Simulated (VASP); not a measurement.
Output of a VASP run:

File OUTCAR:
```
 ion  position               nearest neighbor table
   1  0.000  0.000  0.000-   2 2.12   2 2.12   2 2.12   2 2.12   2 2.12   2 2.12
   2  0.500  0.500  0.500-   1 2.12   1 2.12   1 2.12   1 2.12   1 2.12   1 2.12
  LATTYP: Found a face centered cubic cell.
 ALAT       =     4.2344131450
 Subroutine PRICEL returns:
 Original cell was already a primitive cell.
 Subroutine GETGRP returns: Found 48 space group operations
The static configuration has the point symmetry O_h .
The dynamic configuration has the point symmetry O_h .
 Subroutine INISYM returns: Found 48 space group operations
 Subroutine IBZKPT returns following result:
 Found    120 irreducible k-points:

 Following reciprocal coordinates:
            Coordinates               Weight
  0.000000  0.000000  0.000000      1.000000
  0.066667  0.000000  0.000000      8.000000
  0.133333  0.000000  0.000000      8.000000
  0.200000  0.000000  0.000000      8.000000
  0.266667  0.000000  0.000000      8.000000
  0.333333  0.000000  0.000000      8.000000
  0.400000  0.000000  0.000000      8.000000
  0.466667  0.000000  0.000000      8.000000
  0.066667  0.066667  0.000000      6.000000
  0.133333  0.066667  0.000000     24.000000
  0.200000  0.066667  0.000000     24.000000
  0.266667  0.066667  0.000000     24.000000
  0.333333  0.066667  0.000000     24.000000
  0.400000  0.066667  0.000000     24.000000
  0.466667  0.066667  0.000000     24.000000
 -0.466667  0.066667  0.000000     24.000000
 -0.400000  0.066667  0.000000     24.000000
 -0.333333  0.066667  0.000000     24.000000
 -0.266667  0.066667  0.000000     24.000000
 -0.200000  0.066667  0.000000     24.000000
 -0.133333  0.066667  0.000000     24.000000
 -0.066667  0.066667  0.000000     12.000000
  0.133333  0.133333  0.000000      6.000000
  0.200000  0.133333  0.000000     24.000000
  0.266667  0.133333  0.000000     24.000000
  0.333333  0.133333  0.000000     24.000000
  0.400000  0.133333  0.000000     24.000000
  0.466667  0.133333  0.000000     24.000000
 -0.466667  0.133333  0.000000     24.000000
 -0.400000  0.133333  0.000000     24.000000
 -0.333333  0.133333  0.000000     24.000000
 -0.266667  0.133333  0.000000     24.000000
 -0.200000  0.133333  0.000000     24.000000
 -0.133333  0.133333  0.000000     12.000000
  0.200000  0.200000  0.000000      6.000000
  0.266667  0.200000  0.000000     24.000000
  0.333333  0.200000  0.000000     24.000000
  0.400000  0.200000  0.000000     24.000000
  0.466667  0.200000  0.000000     24.000000
 -0.466667  0.200000  0.000000     24.000000
   k-points           NKPTS =    120   k-points in BZ     NKDIM =    120   number of bands    NBANDS=     12
   number of dos      NEDOS =    301   number of ions     NIONS =      2
   total plane-waves  NPLWV =  13824
   dimension x,y,z NGX =    24 NGY =   24 NGZ =   24
   dimension x,y,z NGXF=    48 NGYF=   48 NGZF=   48
   ions per type =               1   1
   PREC   = accura    normal or accurate (medium, high low for compatibility)
   ISTART =      0    job   : 0-new  1-cont  2-samecut
   ICHARG =      2    charge: 1-file 2-atom 10-const
   ISPIN  =      1    spin polarized calculation?
   LNONCOLLINEAR =      F non collinear calculations
   LSORBIT =      F    spin-orbit coupling
   INIWAV =      1    electr: 0-lowe 1-rand  2-diag
   ENCUT  =  620.0 eV  45.57 Ry    6.75 a.u.   6.08  6.08  6.08*2*pi/ulx,y,z
   NELM   =    100;   NELMIN=  2; NELMDL= -5     # of ELM steps
   EDIFF  = 0.1E-05   stopping-criterion for ELM
   LREAL  =      F    real-space projection
   NLSPLINE    = F    spline interpolate recip. space projectors
   LMAXMIX     =    4 max onsite mixed and CHGCAR
   VOSKOWN=      0    Vosko Wilk Nusair interpolation
   EDIFFG = -.2E-01   stopping-criterion for IOM
   NSW    =     40    number of steps for IOM
   NBLOCK =      1;   KBLOCK =     40    inner block; outer block
   IBRION =      2    ionic relax: 0-MD 1-quasi-New 2-CG
...
```

### OSZICAR
```
       N       E                     dE             d eps       ncg     rms          rms(c)
DAV:   1     0.126324775770E+03    0.12632E+03   -0.95202E+03  2888   0.183E+03
DAV:   2    -0.134190194117E+02   -0.13974E+03   -0.13391E+03  2964   0.405E+02
DAV:   3    -0.235266376305E+02   -0.10108E+02   -0.96366E+01  3820   0.101E+02
DAV:   4    -0.240362187501E+02   -0.50958E+00   -0.50874E+00  3732   0.215E+01
DAV:   5    -0.240516294993E+02   -0.15411E-01   -0.15409E-01  3900   0.342E+00    0.203E+01
DAV:   6    -0.191092074666E+02    0.49424E+01   -0.29318E+01  3364   0.711E+01    0.674E+00
DAV:   7    -0.186418260985E+02    0.46738E+00   -0.37880E+00  3260   0.264E+01    0.548E+00
DAV:   8    -0.186209031292E+02    0.20923E-01   -0.17144E-01  3060   0.603E+00    0.234E+00
DAV:   9    -0.186314355574E+02   -0.10532E-01   -0.66432E-02  3508   0.285E+00    0.845E-01
DAV:  10    -0.186285592196E+02    0.28763E-02   -0.14081E-02  3684   0.181E+00    0.386E-01
DAV:  11    -0.186281714714E+02    0.38775E-03   -0.25098E-03  3256   0.711E-01    0.721E-02
DAV:  12    -0.186281184102E+02    0.53061E-04   -0.26530E-04  3036   0.272E-01    0.213E-02
DAV:  13    -0.186281041811E+02    0.14229E-04   -0.29373E-05  3960   0.869E-02    0.379E-03
DAV:  14    -0.186281039360E+02    0.24512E-06   -0.67189E-07  1912   0.106E-02
   1 F= -.16258700E+02 E0= -.16258647E+02  d E =-.162587E+02
```

File OUTCAR:
```
------------------------ aborting loop because EDIFF is reached ----------------------------------------
  FORCE on cell =-STRESS in cart. coord.  units (eV):
  Direction    XX          YY          ZZ          XY          YZ          ZX
  --------------------------------------------------------------------------------------
  Total        2.3482108      2.3482108      2.3482108      0.0000000      0.0000000     -0.0000000
  in kB      198.2110984    198.2110984    198.2110984      0.0000000      0.0000000     -0.0000000
  external PRESSURE =      -1.7889016 kB  Pullay stress =     200.0000000 kB
  volume of cell :       18.98
      direct lattice vectors                 reciprocal lattice vectors
     0.000000000  2.117206573  2.117206573    -0.236160234  0.236160234  0.236160234
     2.117206573  0.000000000  2.117206573     0.236160234 -0.236160234  0.236160234
     2.117206573  2.117206573  0.000000000     0.236160234  0.236160234 -0.236160234
 POSITION                                       TOTAL-FORCE (eV/Angst)
 -----------------------------------------------------------------------------------
      0.00000      0.00000      0.00000         0.000000      0.000000      0.000000
      2.11721      2.11721      2.11721         0.000000     -0.000000      0.000000
 -----------------------------------------------------------------------------------
    total drift:                                0.000000     -0.000000     -0.000000
  FREE ENERGIE OF THE ION-ELECTRON SYSTEM (eV)
  ---------------------------------------------------
  free  energy   TOTEN  =       -18.6281039360 eV

  energy  without entropy=      -18.6279454046  energy(sigma->0) =      -18.62805109
  enthalpy is  TOTEN    =       -16.2586999787 eV   P V=        2.3694039573

 reached required accuracy - stopping structural energy minimisation
```
(Selected blocks of OUTCAR.)

POSCAR:
```
TiC
1
    0.0000000000     2.1172065725     2.1172065725
    2.1172065725    -0.0000000000     2.1172065725
    2.1172065725     2.1172065725     0.0000000000
Ti C
1 1
Direct
  0.0000000000   0.0000000000   0.0000000000
  0.5000000000   0.5000000000   0.5000000000
```

### Question
Reconstruct the remaining input files.

### Answer
Several could match; the one computed here: the input of the run itself, PBE GGA, plane waves, VASP's PBE PAW potentials (set 64).

### KPOINTS
```
Automatic mesh
0
Gamma
15 15 15
0 0 0
```

INCAR:
```
ALGO = Normal
EDIFF = 1E-6
EDIFFG = -0.02
ENCUT = 620
GGA = PE
IBRION = 2
ISIF = 3
ISMEAR = 1
LASPH = .TRUE.
LCHARG = .FALSE.
LMAXMIX = 4
LREAL = .FALSE.
LWAVE = .FALSE.
NELM = 100
NSW = 40
PREC = Accurate
PSTRESS = 200
SIGMA = 0.1
SYSTEM = TiC
```

POTCAR, in this order: Ti_sv C (PBE.64 set). Program: vasp_std.

The compound is TiC in the rock salt structure. It was relaxed first under an external pressure of 20 GPa.
